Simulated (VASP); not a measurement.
```xyz
5
Lattice="5.5844 0.0000 0.0000 0.0000 5.5844 0.0000 0.0000 0.0000 5.5844" Properties=species:S:1:pos:R:3 pbc="T T T"
Cs     0.0000     0.0000     0.0000
Pb     2.7922     2.7922     2.7922
Cl     0.0000     2.7922     2.7922
Cl     2.7922     0.0000     2.7922
Cl     2.7922     2.7922     0.0000
```

These are PBE GGA, VASP's PBE PAW potentials (set 64) (plane waves; VASP) values and carry that method's errors. Settings: 300 eV cut-off, 3×3×3 Γ-centred mesh, Gaussian smearing of 0.010 eV, potentials Cs_sv Pb_d Cl.

At this cut-off the stress carries a Pulay error, which pulls relaxed volumes low.

Give the stress tensor in GPa (positive for a compressed cell).

```
1.47  0.00  0.00
0.00  1.47  0.00
0.00  0.00  1.47
```
The pressure is its mean diagonal, 1.47 GPa.

The structure comes from a computed database's CsPbCl3 entry; how it stands against other phases isn't given here. The cell was not relaxed at this level.
